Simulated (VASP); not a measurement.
Data:

```
CELL_PARAMETERS angstrom
      0.00000     2.83195     2.83195
      2.83195     0.00000     2.83195
      2.83195     2.83195     0.00000
ATOMIC_POSITIONS crystal
  Ge 0.00000 0.00000 0.00000
  Ge 0.25000 0.25000 0.25000
```

These are PBEsol GGA, VASP's PBE PAW potentials (set 64) (plane waves; VASP) values and carry that method's errors. Run with 400 eV cut-off, 13×13×13 Γ-centred mesh, tetrahedra with Blöchl corrections, potentials Ge_d.

Task: Tabulate the total density of states (states/eV per cell) against energy (eV; zero at the valence-band maximum or, without a gap, the Fermi level).

Result: 
```json
[
 {"E (eV)": "-9.98", "DOS (states/eV)": "0.72"},
 {"E (eV)": "-9.86", "DOS (states/eV)": "0.67"},
 {"E (eV)": "-9.62", "DOS (states/eV)": "0.58"},
 {"E (eV)": "-9.50", "DOS (states/eV)": "0.53"},
 {"E (eV)": "-9.26", "DOS (states/eV)": "0.43"},
 {"E (eV)": "-9.14", "DOS (states/eV)": "0.33"},
 {"E (eV)": "-8.90", "DOS (states/eV)": "0.00"},
 {"E (eV)": "-8.78", "DOS (states/eV)": "0.01"},
 {"E (eV)": "-8.66", "DOS (states/eV)": "0.08"},
 {"E (eV)": "-8.42", "DOS (states/eV)": "0.42"},
 {"E (eV)": "-8.30", "DOS (states/eV)": "0.43"},
 {"E (eV)": "-8.06", "DOS (states/eV)": "0.55"},
 {"E (eV)": "-7.94", "DOS (states/eV)": "0.62"},
 {"E (eV)": "-7.82", "DOS (states/eV)": "0.70"},
 {"E (eV)": "-7.58", "DOS (states/eV)": "1.33"},
 {"E (eV)": "-7.46", "DOS (states/eV)": "1.09"},
 {"E (eV)": "-7.22", "DOS (states/eV)": "0.72"},
 {"E (eV)": "-7.10", "DOS (states/eV)": "0.63"},
 {"E (eV)": "-6.86", "DOS (states/eV)": "0.51"},
 {"E (eV)": "-6.74", "DOS (states/eV)": "0.47"},
 {"E (eV)": "-6.62", "DOS (states/eV)": "0.44"},
 {"E (eV)": "-6.38", "DOS (states/eV)": "0.38"},
 {"E (eV)": "-6.26", "DOS (states/eV)": "0.34"},
 {"E (eV)": "-6.02", "DOS (states/eV)": "0.30"},
 {"E (eV)": "-5.90", "DOS (states/eV)": "0.29"},
 {"E (eV)": "-5.78", "DOS (states/eV)": "0.27"},
 {"E (eV)": "-5.54", "DOS (states/eV)": "0.23"},
 {"E (eV)": "-5.42", "DOS (states/eV)": "0.21"},
 {"E (eV)": "-5.18", "DOS (states/eV)": "0.19"},
 {"E (eV)": "-5.06", "DOS (states/eV)": "0.18"},
 {"E (eV)": "-4.82", "DOS (states/eV)": "0.16"},
 {"E (eV)": "-4.70", "DOS (states/eV)": "0.15"},
 {"E (eV)": "-4.58", "DOS (states/eV)": "0.14"},
 {"E (eV)": "-4.34", "DOS (states/eV)": "0.64"},
 {"E (eV)": "-4.22", "DOS (states/eV)": "1.26"},
 {"E (eV)": "-3.98", "DOS (states/eV)": "1.14"},
 {"E (eV)": "-3.86", "DOS (states/eV)": "1.11"},
 {"E (eV)": "-3.74", "DOS (states/eV)": "1.05"},
 {"E (eV)": "-3.50", "DOS (states/eV)": "1.08"},
 {"E (eV)": "-3.38", "DOS (states/eV)": "1.11"},
 {"E (eV)": "-3.14", "DOS (states/eV)": "1.35"},
 {"E (eV)": "-3.02", "DOS (states/eV)": "1.54"},
 {"E (eV)": "-2.78", "DOS (states/eV)": "1.44"},
 {"E (eV)": "-2.66", "DOS (states/eV)": "1.41"},
 {"E (eV)": "-2.54", "DOS (states/eV)": "1.38"},
 {"E (eV)": "-2.30", "DOS (states/eV)": "1.29"},
 {"E (eV)": "-2.18", "DOS (states/eV)": "1.28"},
 {"E (eV)": "-1.94", "DOS (states/eV)": "1.22"},
 {"E (eV)": "-1.82", "DOS (states/eV)": "1.19"},
 {"E (eV)": "-1.70", "DOS (states/eV)": "1.17"},
 {"E (eV)": "-1.46", "DOS (states/eV)": "1.06"},
 {"E (eV)": "-1.34", "DOS (states/eV)": "0.83"},
 {"E (eV)": "-1.10", "DOS (states/eV)": "0.55"},
 {"E (eV)": "-0.98", "DOS (states/eV)": "0.46"},
 {"E (eV)": "-0.74", "DOS (states/eV)": "0.33"},
 {"E (eV)": "-0.62", "DOS (states/eV)": "0.27"},
 {"E (eV)": "-0.50", "DOS (states/eV)": "0.21"},
 {"E (eV)": "-0.26", "DOS (states/eV)": "0.11"},
 {"E (eV)": "-0.14", "DOS (states/eV)": "0.06"},
 {"E (eV)": "0.10", "DOS (states/eV)": "0.00"},
 {"E (eV)": "0.22", "DOS (states/eV)": "0.01"},
 {"E (eV)": "0.34", "DOS (states/eV)": "0.03"},
 {"E (eV)": "0.58", "DOS (states/eV)": "0.16"},
 {"E (eV)": "0.70", "DOS (states/eV)": "0.30"},
 {"E (eV)": "0.94", "DOS (states/eV)": "0.60"},
 {"E (eV)": "1.06", "DOS (states/eV)": "0.77"},
 {"E (eV)": "1.30", "DOS (states/eV)": "1.08"},
 {"E (eV)": "1.42", "DOS (states/eV)": "1.25"},
 {"E (eV)": "1.54", "DOS (states/eV)": "1.58"},
 {"E (eV)": "1.78", "DOS (states/eV)": "1.85"},
 {"E (eV)": "1.90", "DOS (states/eV)": "1.60"},
 {"E (eV)": "2.14", "DOS (states/eV)": "0.98"},
 {"E (eV)": "2.26", "DOS (states/eV)": "0.92"},
 {"E (eV)": "2.38", "DOS (states/eV)": "0.92"},
 {"E (eV)": "2.62", "DOS (states/eV)": "0.92"},
 {"E (eV)": "2.74", "DOS (states/eV)": "1.19"},
 {"E (eV)": "2.98", "DOS (states/eV)": "0.91"},
 {"E (eV)": "3.10", "DOS (states/eV)": "0.83"},
 {"E (eV)": "3.34", "DOS (states/eV)": "1.03"},
 {"E (eV)": "3.46", "DOS (states/eV)": "1.77"}
]
```
Within 2 eV below the Fermi level the largest weight inside VASP's projection spheres is Ge p.

The compound is Ge in the diamond structure. It was relaxed first.
